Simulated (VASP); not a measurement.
```yaml
crystal:
  lattice:
    - [3.17122, 0.00000, 0.00000]
    - [-1.58561, 2.74636, 0.00000]
    - [0.00000, 0.00000, 5.05029]
  atoms:
    - { symbol: Zr, position: [0.66667, 0.33333, 0.00000] }
    - { symbol: Hf, position: [0.00000, 0.00000, 0.50000] }
```

Computed with PBEsol GGA, VASP's PBE PAW potentials (set 64) (plane waves; VASP). Run with 400 eV cut-off, Gaussian smearing of 0.050 eV, potentials Zr_sv Hf_pv.

Unless said otherwise, spin-orbit coupling is left out, though it shifts the bands of the heavy elements here.

Predict the band gap (along the path) with the smallest direct gap where there is one.

```
Quantity                                                      Value
-------------------------  ----------------------------------------
band gap (along the path)  none (metal, semimetal or under 0.01 eV)
```

Total energies compare only between runs with the same potentials, cut-off and functional.

The structure comes from a computed database's HfZr entry (P-6m2); how it stands against other phases isn't given here. It was relaxed first.
